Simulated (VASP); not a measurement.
## VGe2 (relaxed from the MoSi2 structure, space group I4/mmm): computed properties

Calculation: PBEsol GGA, VASP's PBE PAW potentials (set 64) (plane waves; VASP 6.6.1).

```yaml
space_group: I4/mmm (139)
cell: a = 3.233 Å, b = 3.233 Å, c = 8.157 Å, α = 90.00°, β = 90.00°, γ = 90.00°
volume_per_atom: 14.21 Å³/atom
band gap (over mesh and band path): none (metal, semimetal or under 0.01 eV)
cell_moment: 0.00 μB
density: 7.64 g/cm³
```

```
VGe2
1.0
   -1.61651     1.61651     4.07834
    1.61651    -1.61651     4.07834
    1.61651     1.61651    -4.07834
V Ge
1 2
Cartesian
  0.00000   0.00000   0.00000
  0.00000   0.00000   2.76544
  1.61651   1.61651   1.31290
```

The structure was generated: VGe2 was put into the MoSi2 type (I4/mmm), which need not be its known phase. It was relaxed first, which changed the volume by +7 %. Symmetry was kept, so distortions that lower it aren't found.
